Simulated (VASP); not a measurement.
Energy against volume of SnTe (rock salt). Method: optB88-vdW, VASP's PBE PAW potentials (set 64) (plane waves; VASP 6.6.1). Numerical set-up: 520 eV cut-off, 7×7×7 Γ-centred mesh, Gaussian smearing of 0.050 eV, potentials Sn_d Te.

| V (Å³/atom) | E (eV/atom) |
|---|---|
| 31.979 | -1.20698 |
| 32.968 | -1.21118 |
| 33.957 | -1.20768 |
| 34.946 | -1.19760 |

Q: Fit these four points and predict the energy of the run at 30.990 Å³/atom.

A: A cubic in V^(−2/3), the third-order Birch-Murnaghan form, passes through the four points with V0 = 32.99 Å³/atom and B0 = 41 GPa, and gives -1.1938 eV/atom there. The run gave -1.1937 eV/atom, +0.0 meV/atom from the fit; all five points give B0 = 41 GPa.

The compound is SnTe in the rock salt structure, which distorts at low temperature. It was relaxed first.
